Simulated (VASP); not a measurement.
Level of theory: PBEsol GGA, VASP's PBE PAW potentials (set 64) (plane waves; VASP).

VASP input:

KPOINTS:
```
Automatic mesh
0
Gamma
5 5 7
0 0 0
```

**INCAR**
```
SYSTEM = MgH2
ENCUT = 520
LASPH = T   ! aspherical one-centre terms
LCHARG = F
GGA = PS
LREAL = F   ! projection in real space or not
LWAVE = F
ALGO = Normal   ! blocked Davidson
PREC = Accurate
EDIFFG = -0.02   ! ionic stop
ISMEAR = 0   ! Gaussian
NSW = 60   ! most ionic steps
SIGMA = 0.05   ! width (eV)
EDIFF = 1E-6
IBRION = 2   ! conjugate gradients
NELM = 100   ! most electronic steps
ISIF = 3   ! ions, shape and volume
```

### POSCAR
```
MgH2
1
    4.4851654907     0.0000000000     0.0000000000
   -0.0000000000     4.4851654907     0.0000000000
    0.0000000000     0.0000000000     2.9959975163
Mg H
2 4
Direct
  0.0000000000   0.0000000000   0.0000000000
  0.5000000000   0.5000000000   0.5000000000
  0.3043043859   0.3043043859   0.0000000000
  0.8043043859   0.1956956141   0.5000000000
  0.1956956141   0.8043043859   0.5000000000
  0.6956956141   0.6956956141   0.0000000000
```

POTCAR, in this order: Mg H (PBE.64 set). Program: vasp_std.

Output of the run:

### OUTCAR
```
 ion  position               nearest neighbor table
   1  0.000  0.000  0.000-   3 1.93   6 1.93   5 1.95   4 1.95   4 1.95   5 1.95   2 3.51   2 3.51
                             2 3.51   2 3.51   2 3.51   2 3.51   2 3.51   2 3.51
   2  0.500  0.500  0.500-   4 1.93   5 1.93   3 1.95   6 1.95   3 1.95   6 1.95   1 3.51   1 3.51
                             1 3.51   1 3.51   1 3.51   1 3.51   1 3.51   1 3.51
   3  0.304  0.304  0.000-   1 1.93   2 1.95   2 1.95
   4  0.804  0.196  0.500-   2 1.93   1 1.95   1 1.95
   5  0.196  0.804  0.500-   2 1.93   1 1.95   1 1.95
   6  0.696  0.696  0.000-   1 1.93   2 1.95   2 1.95
  LATTYP: Found a simple tetragonal cell.
 ALAT       =     4.4851654907
 C/A-ratio  =     0.6679792580
 Subroutine PRICEL returns:
 Original cell was already a primitive cell.
 Subroutine GETGRP returns: Found 16 space group operations
The static configuration has the point symmetry D_2h.
 The point group associated with its full space group is D_4h.
The dynamic configuration has the point symmetry D_2h.
 Subroutine INISYM returns: Found 16 space group operations
 Subroutine IBZKPT returns following result:
 Found     24 irreducible k-points:

 Following reciprocal coordinates:
            Coordinates               Weight
  0.000000  0.000000  0.000000      1.000000
...
```

**OSZICAR**
```
       N       E                     dE             d eps       ncg     rms          rms(c)
DAV:   1     0.229303632604E+01    0.22930E+01   -0.31304E+03   384   0.751E+02
DAV:   2    -0.181712284328E+02   -0.20464E+02   -0.19118E+02   512   0.816E+01
DAV:   3    -0.188908923467E+02   -0.71966E+00   -0.71966E+00   504   0.218E+01
DAV:   4    -0.188922201986E+02   -0.13279E-02   -0.13279E-02   560   0.990E-01
DAV:   5    -0.188922257513E+02   -0.55527E-05   -0.55527E-05   488   0.498E-02    0.610E+00
DAV:   6    -0.180390800466E+02    0.85315E+00   -0.67971E-01   408   0.477E+00    0.313E+00
DAV:   7    -0.177355779260E+02    0.30350E+00   -0.86733E-01   400   0.579E+00    0.458E-01
DAV:   8    -0.177398636992E+02   -0.42858E-02   -0.11415E-02   448   0.861E-01    0.741E-02
DAV:   9    -0.177397207221E+02    0.14298E-03   -0.45337E-04   544   0.144E-01    0.148E-02
DAV:  10    -0.177397263192E+02   -0.55972E-05   -0.12408E-05   472   0.309E-02    0.764E-03
DAV:  11    -0.177397257159E+02    0.60332E-06   -0.36126E-06   424   0.977E-03
   1 F= -.17739726E+02 E0= -.17739726E+02  d E =-.177397E+02
```

### OUTCAR
```
------------------------ aborting loop because EDIFF is reached ----------------------------------------
  FORCE on cell =-STRESS in cart. coord.  units (eV):
  Direction    XX          YY          ZZ          XY          YZ          ZX
  --------------------------------------------------------------------------------------
  Total       -0.1108540     -0.1108540      0.0656530      0.0000000      0.0000000      0.0000000
  in kB       -2.9468865     -2.9468865      1.7452854      0.0000000      0.0000000      0.0000000
  external PRESSURE =      -1.3828292 kB  Pullay stress =       0.0000000 kB
  volume of cell :       60.27
      direct lattice vectors                 reciprocal lattice vectors
     4.485165491  0.000000000  0.000000000     0.222957214  0.000000000  0.000000000
     0.000000000  4.485165491  0.000000000     0.000000000  0.222957214  0.000000000
     0.000000000  0.000000000  2.995997516     0.000000000  0.000000000  0.333778648
 POSITION                                       TOTAL-FORCE (eV/Angst)
 -----------------------------------------------------------------------------------
      0.00000      0.00000      0.00000         0.000000      0.000000      0.000000
      2.24258      2.24258      1.49800         0.000000      0.000000      0.000000
      1.36486      1.36486      0.00000         0.001053      0.001053     -0.000000
      3.60744      0.87773      1.49800         0.001053     -0.001053      0.000000
      0.87773      3.60744      1.49800        -0.001053      0.001053     -0.000000
      3.12031      3.12031      0.00000        -0.001053     -0.001053      0.000000
 -----------------------------------------------------------------------------------
    total drift:                                0.000000      0.000000     -0.000000
  FREE ENERGIE OF THE ION-ELECTRON SYSTEM (eV)
  ---------------------------------------------------
  free  energy   TOTEN  =       -17.7397257159 eV

  energy  without entropy=      -17.7397257159  energy(sigma->0) =      -17.73972572

 reached required accuracy - stopping structural energy minimisation
```
(Selected blocks of OUTCAR.)

The compound is MgH2 in the rutile structure. It was relaxed first. The start is the result of an earlier pass.
